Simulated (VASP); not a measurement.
# Settings for CH₂BrF: screened Coulomb integrals of an active space by constrained RPA

CH₂BrF, molecule in box, 5 atoms in the cell. PBE, constrained RPA for the effective Coulomb interaction; PAW potentials F_GW, C_GW, Br_GW, H_GW (PBE set). VASP 6.6.1.

Wanted: screened U within a state, mean within 0.1 eV; bare U within a state, mean within 0.2 eV.

Target states: HOMO and LUMO.

POSCAR of the starting run:
```
H2CBrF
1.0
    7.3500000000      0.0000000000      0.0000000000
    0.0000000000      6.8800000000      0.0000000000
    0.0000000000      0.0000000000      6.9300000000
F C Br H
1 1 1 2
Direct
    0.6436054500      0.6369404100      0.5076911900
    0.5705578300      0.4570857500      0.4952236700
    0.3399591800      0.4649636600      0.3607647900
    0.6600408200      0.3630595900      0.4119624800
    0.5433877600      0.4011555200      0.6392352100
```

The series start from Empty bands asked for: 90; Cutoff of the response function (eV): 80; Plane-wave cutoff (eV): 420; Room around the molecule (Å): 5. Each series keeps the choices made before it, and each single choice may use up half of a tolerance. Times cover all steps of a run.

## Empty bands asked for

| Empty bands asked for | Screened U within a state, mean (eV) | Bare U within a state, mean (eV) | Time (s) |
|---|---|---|---|
| 15 | 7.24 | 8.99 | 161 |
| 40 | 6.96 | 8.99 | 163 |
| 90 | 6.88 | 8.99 | 172 |
| 180 | 6.83 | 8.99 | 163 |
| 320 (reference) | 6.81 | 8.99 | 178 |

Chosen: 180, the loosest value from which every tighter one stays within half of the tolerance.

## Cutoff of the response function (eV)

| Cutoff of the response function (eV) | Screened U within a state, mean (eV) | Bare U within a state, mean (eV) | Time (s) |
|---|---|---|---|
| 50 | 6.86 | 8.99 | 163 |
| 80 | 6.83 | 8.99 | 163 |
| 120 | 6.83 | 8.99 | 164 |
| 180 (reference) | 6.84 | 8.99 | 170 |

Chosen: 50.

## Plane-wave cutoff (eV)

| Plane-wave cutoff (eV) | Screened U within a state, mean (eV) | Bare U within a state, mean (eV) | Time (s) |
|---|---|---|---|
| 280 | 6.79 | 8.88 | 34 |
| 350 | 6.85 | 8.97 | 81 |
| 420 (reference) | 6.86 | 8.99 | 163 |

Chosen: 350.

## Room around the molecule (Å)

| Room around the molecule (Å) | Screened U within a state, mean (eV) | Bare U within a state, mean (eV) | Time (s) |
|---|---|---|---|
| 3.5 | 6.47 | 9.70 | 16 |
| 4.25 | 6.65 | 9.13 | 33 |
| 5 | 6.85 | 8.97 | 81 |
| 6 (reference) | 7.86 | 10.24 | 429 |

Chosen: 6; the next looser run is off by more than half of the tolerance, so convergence isn't shown beyond this value.

## All choices together

| Input | Screened U within a state, mean (eV) | Bare U within a state, mean (eV) | Time (s) |
|---|---|---|---|
| defaults (naive) | 7.76 | 8.98 | 2042 |
| chosen settings | 7.86 | 10.24 | 429 |
| reference settings throughout | 7.80 | 10.26 | 1447 |

The chosen settings stay within the tolerance of the reference run, but the reference itself isn't shown to be converged in: Room around the molecule (Å).

## The input

INCAR.step1:
```
SYSTEM = H2CBrF
ALGO = Normal
EDIFF = 1E-7
ENCUT = 350
GGA = PE
ISMEAR = -1
LASPH = .True.
LCHARG = .False.
LWAVE = .True.
NELM = 150
PREC = Accurate
SIGMA = 0.02
```

INCAR.step2, as INCAR.step1 but for:
```
- ALGO = Normal
- NELM = 150
+ ALGO = Exact
+ LOPTICS = .True.
+ NBANDS = 190
+ NELM = 1
```

INCAR.step3:
```
SYSTEM = H2CBrF
ALGO = CRPA
ENCUT = 350
ENCUTGW = 50
GGA = PE
ISMEAR = -1
LASPH = .True.
LCHARG = .False.
LOCALIZED_BASIS = BLOCH
LWAVE = .False.
NBANDS = 192
NCRPA_BANDS = 10 11
NTARGET_STATES = 10 11
PREC = Accurate
PRECFOCK = Fast
SIGMA = 0.02
```

KPOINTS:
```
k-points
0
Gamma
  1 1 1
```

POSCAR:
```
H2CBrF
1.0
    8.3500000000      0.0000000000      0.0000000000
    0.0000000000      7.8800000000      0.0000000000
    0.0000000000      0.0000000000      7.9300000000
F C Br H
1 1 1 2
Direct
    0.6264072000      0.6195621800      0.5067213100
    0.5621077900      0.4625317200      0.4958259800
    0.3591257500      0.4694098900      0.3783228300
    0.6408742500      0.3804378200      0.4230643100
    0.5381916200      0.4136992300      0.6216771700
```

Commands (each step's output is kept before the next begins):
```
cat potpaw_PBE.64/F_GW/POTCAR potpaw_PBE.64/C_GW/POTCAR potpaw_PBE.64/Br_GW/POTCAR potpaw_PBE.64/H_GW/POTCAR > POTCAR
cp INCAR.step1 INCAR
mpirun -np 4 vasp_std > vasp.out
cp INCAR.step2 INCAR
mpirun -np 4 vasp_std > vasp.out
cp INCAR.step3 INCAR
mpirun -np 4 vasp_std > vasp.out
```

The chosen input took VASP 6.6.1 429 s on 4 cores (Intel Xeon Platinum 8259CL @ 2.50GHz (Skylake/Cascade Lake)), a shared host.
